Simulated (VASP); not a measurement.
Input for VASP

File POSCAR:
```
VN
1
    0.0000000000     2.0236459651     2.0236459651
    2.0236459651     0.0000000000     2.0236459651
    2.0236459651     2.0236459651     0.0000000000
V N
1 1
Direct
  0.0000000000   0.0000000000   0.0000000000
  0.5000000000   0.5000000000   0.5000000000
```

### KPOINTS
```
Automatic mesh
0
gamma
  15 15 15
```

### INCAR
```
SYSTEM = VN
PREC = Accurate; ENCUT = 620; LREAL = .False.
LASPH = .True.
EDIFF = 1E-6; NELM = 100; ALGO = Normal
LMAXMIX = 4
ISMEAR = 1; SIGMA = 0.1
IBRION = 2; NSW = 40; ISIF = 3
EDIFFG = -0.02
LWAVE = .False.; LCHARG = .False.
```

POTCAR, in this order: V_sv N (LDA.64 set). Program: vasp_std.

Problem. Write an equivalent input for Ansatz.

Solution. One equivalent input (not run):
Ansatz 0.2 input:
```yaml
crystal:
  lattice:
    - [0.0000000, 2.0236460, 2.0236460]
    - [2.0236460, 0.0000000, 2.0236460]
    - [2.0236460, 2.0236460, 0.0000000]
  atoms:
    - { symbol: V, position: [0.0000000, 0.0000000, 0.0000000] }
    - { symbol: N, position: [0.5000000, 0.5000000, 0.5000000] }
kpoints:
  mp_grid: { grid: [15, 15, 15] }
hamiltonian:
  xc: lda
  pseudopotentials: { kind: paw }
scf:
  occupations: { method: methfessel_paxton, width: 0.1 }
  max_iter: 100
relax:
  max_steps: 40
  f_tol: 0.02
  cell: {}
output: { forces: true, stress: true, eigenvalues: true }
```
The two are equivalent in intent, not identical: each code has its own PAW files, so the cut-off isn't converted (ENCUT is set for VASP's; basis.ecutwfc is left out, and Ansatz then takes the one that its files recommend); Ansatz stops its SCF on the density residual and VASP on the energy change (EDIFF); Ansatz's lda is the Perdew-Wang form, while the LDA potentials of VASP carry Perdew-Zunger's.

The compound is VN in the rock salt structure, which distorts at low temperature. It was relaxed first, which changed the volume by -7 %.
